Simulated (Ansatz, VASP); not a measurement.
# TaN: VASP beside Ansatz, part 2 of 2

One calculation is typed for both programs; each brings its own data sets. How far apart do they land? The cell is taken from a series of runs on this material, whose earlier steps may have relaxed, scaled, displaced or heated it; both programs get it as it stands.

VASP 6.6.1 and Ansatz 0.2.0.

So far: Set-up; VASP: zone-centre phonons, LDA.

## Step 3: Ansatz: zone-centre phonons, LDA

Level of this step: Ansatz beside VASP: Kohn-Sham DFT, plane waves, LDA (Ansatz).

Ansatz runs on its PAW soft_1 files.

The same cell, functional (in two slightly different forms), mesh and smearing now go to Ansatz, which takes its cutoff from its data sets.

Contents of input.yaml:

```yaml
crystal:
  lattice:
    - [2.8961210043, 0.0, 0.0]
    - [-1.4480605021, 2.5081143622, 0.0]
    - [0.0, 0.0, 2.8434656676]
  atoms:
    - { symbol: "N", position: [0.6666666667, 0.3333333333, 0.0] }
    - { symbol: Ta, position: [0.0, 0.0, 0.5] }
kpoints:
  mp_grid: { grid: [18, 18, 16] }
hamiltonian:
  xc: lda
  pseudopotentials: { kind: paw, azcp: { folder: soft_1 }, xc_functional: pbe }
scf:
  occupations: { method: methfessel_paxton, width: 0.2 }
output:
  eigenvalues: true
phonons:
  method: dfpt
```

Started as:

```
$ ansatz run input.yaml --threads 4 --pin off --max-ram 10240MiB --backend cpu --events-out ev --progress --plain --runs-dir out
```

Numbers of over 12 decimals in the logs are rounded to 6 here.

What it wrote:

```text
zone centre: on kpoints.mp_grid the ground state, and the responses unless they are solved on pairs of k-points, stand on 819 of the mesh's 5184 k-points, reduced under 4 symmetry operations, with k and −k counted as one. Each operation leaves every solved displacement unchanged or reverses it
Engine: ansatz 0.2.0, aarch64-unknown-linux-gnu
Pseudopotentials: kind: paw
Pseudopotential: N, paw, valence charge 5, recommended cutoff 420 eV (normal), soft_1/N.paw.azcp
Pseudopotential: Ta, paw, valence charge 13, recommended cutoff 420 eV (normal), soft_1/Ta.paw.azcp
Functional definition: SPW92
  exchange = slater_x
  correlation = pw_c
Crystal: 2 atoms, lattice volume = 20.654 Å³
Basis set: ecut = 420 eV, 405 PW (Γ), exchange–correlation on 40×40×40 points (8 copies of the dense FFT grid, shifted against one another)
Bands: 13, of which v1, the nominal top of the filled ones, is band 9 counted from 1 (8 counted from 0)
Symmetry: 12 space group operations
k-points: 819 of 5184 (irreducible under 4 space group operations, time reversal used)
Non-local potential: N, projectors of the file, l = 0: 2, l = 1: 2, l = 2: 1
Non-local potential: Ta, projectors of the file, l = 0: 3, l = 1: 2, l = 2: 2, l = 3: 1
PAW form: soft (Blöchl's): semilocal exchange-correlation on the pseudo side does not see the compensation charge
PAW frozen core: N, regenerated for the run's functional, and the local potential with it (the file was generated under x = pbe(κ = 0.804, μ = 0.219515), c = pbe(β = 0.066725))
PAW frozen core: Ta, regenerated for the run's functional, and the local potential with it (the file was generated under x = pbe(κ = 0.804, μ = 0.219515), c = pbe(β = 0.066725))
PAW one-centre angular grid: N, 110 points (default); XC on 64 Gauss nodes
PAW one-centre angular grid: Ta, 590 points (default); XC on 64 Gauss nodes
Initial density: superposition of atomic densities (chi_scale 0.1, normalization cell, long waves kept (reshape's long-wave potential 0.00 eV rms))
Initial wavefunctions: pseudopotential atomic-orbital guess
Functional: x = slater, c = lda
SCF iter   1: F=—  HF=-10060.080669 eV  |F-HF|=—  |Δ(HF+E_count)|=         —  Δρ=4.93e-2  dr2=3.00e-1  ethr=3.10e-3  ⟨swp⟩=5.0  Hψ=52859  notcnv=0
preconditioner: auto → none  [metal: Δε(μ)=0.075 eV  Ē_g=11.490 eV  σ=0.200 eV  W_gap=0.31  n_scr=8 (ndim 8)  ℏωp=25.8 eV  f_vac=0.000  D(μ)=0.05/eV (n_scr^D=0)  sad-step TF]
SCF iter   2: F=—  HF=-10060.054318 eV  |F-HF|=—  |Δ(HF+E_count)|=   2.64e-2  S|Δr|=    0.00e0  Δρ=3.07e-2  dr2=1.25e-1  ethr=1.66e-3  ⟨swp⟩=1.0  Hψ=17199  notcnv=0
SCF iter   3: F=—  HF=-10060.030481 eV  |F-HF|=—  |Δ(HF+E_count)|=   2.38e-2  S|Δr|=    0.00e0  Δρ=1.53e-3  dr2=2.31e-4  ethr=6.93e-4  ⟨swp⟩=2.6  Hψ=14648  notcnv=0
SCF iter   4: F=—  HF=-10060.030563 eV  |F-HF|=—  |Δ(HF+E_count)|=   8.17e-5  S|Δr|=    0.00e0  Δρ=3.07e-4  dr2=2.04e-5  ethr=1.28e-6  ⟨swp⟩=2.5  Hψ=17308  notcnv=0
SCF iter   5: F=—  HF=-10060.030557 eV  |F-HF|=—  |Δ(HF+E_count)|=   6.10e-6  S|Δr|=    0.00e0  Δρ=3.32e-5  dr2=6.05e-8  ethr=1.13e-7  ⟨swp⟩=2.8  Hψ=16852  notcnv=0
SCF iter   6: F=—  HF=-10060.030557 eV  |F-HF|=—  |Δ(HF+E_count)|=   3.64e-7  S|Δr|=    0.00e0  Δρ=4.02e-6  dr2=1.54e-9  ethr=3.36e-10  ⟨swp⟩=2.3  Hψ=16831  notcnv=0
SCF iter   7: F=—  HF=-10060.030557 eV  |F-HF|=—  |Δ(HF+E_count)|=  3.18e-10  S|Δr|=    0.00e0  Δρ=1.10e-6  dr2=1.74e-10  ethr=8.58e-12  ⟨swp⟩=2.0  Hψ=17285  notcnv=0
SCF iter   8: F=-10060.030557 eV  HF=-10060.030557 eV  |F-HF|=3.64e-12  |Δ(HF+E_count)|=  6.37e-11  S|Δr|=    0.00e0  Δρ=6.86e-8  dr2=2.56e-13  ethr=1.00e-12  ⟨swp⟩=4.0  Hψ=49687  notcnv=0
SCF 1 converged in 8 iterations: F = -10060.030557 eV  dr2 = 2.56e-13
  greatest PAW one-centre occupation: 0.999 electrons in one spin orbital (limit 2), on the Ta atom at site 1 (counted from 0), in its partial waves of l = 0
DFPT response loops at Γ: preconditioner auto → Kerker (q_TF=auto, 2.666 Å⁻¹) (partly filled bands, converged f_vac=0.000); β = 1.00, the filter's whole step (`scf.mixing.beta` (0.50) is not read by the response loops under this deck's `scf.mixing.preconditioner`; to damp them name `kerker` or `kerker_dos`, under which they read `scf.mixing.beta`, and type it under 1.00, their step now; both keys bind the ground state too); Broyden in place of MSR1
SCF converged after 8 iterations
Stability not checked: this state was not tested for a lower state beside it, because cold or Methfessel-Paxton smearing, or corrected tetrahedra, fill the levels in a way that the test cannot read (fill_not_monotonic; see scf.lower_state_search)
Free energy (F): -10060.030557 eV
Harris-Foulkes:  -10060.030557 eV  (|F-HF|=3.64e-12)
Internal energy: -10060.031387 eV  (E = F + TS)
E sigma→0 (E₀):  -10060.030764 eV
Entropy (-TS):   0.000831 eV (0.415 meV/atom)
Fermi energy:    20.632126 eV
--- Per-component energies (eV) ---
  E_band       = -43.302522
  E_kinetic    = 526.554508
  E_local      = -566.560970  (includes V_loc(G=0)·N_el)
  E_nonlocal   = 30.454256
  E_hartree    = 203.564793
  E_xc         = -379.599228
  E_vxc        = -311.876164  (∫ρ·V_xc dr)
  E_paw        = -8176.840656  (= ΣΔE_a)
  E_vpaw       = -129.004593  (= ΣTr[D̂ρ^β])
  E_aug_tail   = 0.000856  (compensation charges beyond the density's cutoff)
  E_ewald      = -1697.943987
  E_core_change = 0.339041  (= ΣΔE_core)
  E_smearing   = 0.000831  (= −TS)
  E_closure    = 0.000000  (closes the sum)
  Σ components = -10060.030557   (vs F -10060.030557, Δ=0.00e0)
--- Band table (eV; the first three rows and the last of 819) ---
  k-point 0: bands = [... 5 lower, 15.9722, 15.9722, 16.3156, 17.7557, 23.3388, 24.4693, 24.4693, 24.8989]
  k-point 1: bands = [... 5 lower, 16.0060, 16.0060, 16.0242, 18.0015, 23.4759, 23.8174, 23.8174, 25.3979]
  k-point 2: bands = [... 5 lower, 15.3560, 16.1031, 16.1031, 18.5787, 22.9656, 22.9656, 23.8497, 25.7845]
  k-point 818: bands = [... 5 lower, 12.8239, 13.7173, 16.5286, 19.6983, 25.1019, 26.0173, 27.1096, 28.1693]
--- Phonons (Γ-DFPT): 4 representative perturbations + reference, on 819 of 5184 k-points (Σ response iterations 12) ---
  k mesh reduced under 4 symmetry operations, with k and −k counted as one. Each operation leaves every solved displacement unchanged or reverses it
  ASR residual: 1.561e-5 → 0.000e0 eV/Å²; symmetrization residual: 2.167e-6 eV/Å²
  ASR residual per site (eV/Å²): 7.47e-6 1.56e-5
  Γ frequencies (cm⁻¹): 0.00 0.00 0.00 552.66 552.66 580.56
  non-analytic LO–TO correction: not included (Born effective charges unavailable; polar crystals: no LO–TO splitting at Γ)
```

The column dr2 measures how far the density is from self-consistency, as an energy; F and HF (Harris–Foulkes) agree once it is small.

## Step 4: Comparison

Known differences besides the potentials themselves: the two LDA forms differ slightly; the data sets hold 18 valence electrons in Ansatz (on its PAW soft_1 files) and 16 in VASP; the cutoff is 420 eV in Ansatz and 600 eV in VASP; VASP's log shows a relativistic correction to its local exchange, Ansatz's none. Total energies have different zeros and are not compared.

Both answers:

| quantity | Ansatz | VASP | difference |
| --- | --- | --- | --- |
| optical mode 1 to 2 (cm⁻¹) | 552.7 | 556.3 | -0.66 % |
| optical mode 3 (cm⁻¹) | 580.6 | 585.0 | -0.75 % |

Modes are paired by rising frequency, not by their patterns, so a pair may set unlike modes beside each other; they are those without the splitting of longitudinal modes.

## Step 5: Summary of results

* r.m.s. difference of the optical zone-centre modes, each program's sorted by frequency (zone-centre phonons, LDA): 3.9 cm⁻¹
* difference in optical mode 3 (zone-centre phonons, LDA): -0.8 %

What this shows: The r.m.s. difference of the optical zone-centre modes, each program's sorted by frequency is 3.9 cm⁻¹ (zone-centre phonons, LDA). The data sets hold unlike numbers of valence electrons (18 in Ansatz and 16 in VASP), so part of the differences comes from the potentials. Among the rows given in per cent, the largest difference of the zone-centre phonons, LDA pair is in optical mode 3, -0.8 %. How closely two codes agree says nothing of how well the functional describes the real material.

[Lines on the potential files, build, host, timing and source positions are cut from VASP's logs without a mark.]

[Logs are printed without paths, hosts, clocks, repeated set-up lines and the standing remarks that a program may print on its own settings, such as how far it seeks lower states.]

[Hosts, paths, dates, database ids (printed as entryN), source tags and the programs' standing remarks are cut or masked in the printed files.]
